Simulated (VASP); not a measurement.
Computed with r2SCAN meta-GGA, VASP's PBE PAW potentials (set 64) (plane waves; VASP).

Input for VASP

POSCAR:
```
Sr3SbN
1
    5.1944894562    -0.0000000000     0.0000000000
   -0.0000000000     5.1944894562    -0.0000000000
   -0.0000000000     0.0000000000     5.1944894562
Sr Sb N
3 1 1
Direct
  0.0000000000   0.5000000000   0.5000000000
  0.5000000000   0.0000000000   0.5000000000
  0.5000000000   0.5000000000   0.0000000000
  0.0000000000   0.0000000000   0.0000000000
  0.5000000000   0.5000000000   0.5000000000
```

INCAR:
```
ALGO = Normal
EDIFF = 1E-6
EDIFFG = -0.02
ENCUT = 520
IBRION = 2
ISIF = 3
ISMEAR = 0
LASPH = .TRUE.
LCHARG = .FALSE.
LMAXMIX = 4
LMIXTAU = .TRUE.
LREAL = .FALSE.
LWAVE = .FALSE.
METAGGA = R2SCAN
NELM = 100
NSW = 60
PREC = Accurate
SIGMA = 0.05
SYSTEM = Sr3SbN
```

KPOINTS:
```
Automatic mesh
0
Gamma
4 4 4
0 0 0
```

POTCAR, in this order: Sr_sv Sb N (PBE.64 set). Program: vasp_std.

Unless said otherwise, spin-orbit coupling is left out, though it shifts the bands of the heavy elements here.

Problem. Predict the energy per atom (σ→0), band gap (on the k-mesh).

Solution. 
The energy per atom (σ→0) comes out as -17.162 eV/atom. The band gap (on the k-mesh) is 0.54 eV.

File OSZICAR:
```
...
DAV:  14    -0.858112043943E+02   -0.77616E-02   -0.87241E-03   568   0.699E-01    0.153E-01
DAV:  15    -0.858109552032E+02    0.24919E-03   -0.31578E-03   616   0.263E-01    0.447E-02
DAV:  16    -0.858111388190E+02   -0.18362E-03   -0.69258E-04   600   0.177E-01    0.285E-02
DAV:  17    -0.858111684946E+02   -0.29676E-04   -0.31392E-05   632   0.424E-02    0.284E-02
DAV:  18    -0.858111814206E+02   -0.12926E-04   -0.10521E-05   616   0.202E-02    0.165E-02
DAV:  19    -0.858112026919E+02   -0.21271E-04   -0.13865E-05   576   0.348E-02    0.332E-03
DAV:  20    -0.858112030988E+02   -0.40696E-06   -0.77916E-07   440   0.619E-03
   1 F= -.85811203E+02 E0= -.85811203E+02  d E =-.858112E+02
```

The structure comes from a computed database's Sr3SbN entry (Pm-3m); how it stands against other phases isn't given here. It was relaxed first. The start is the result of an earlier pass.
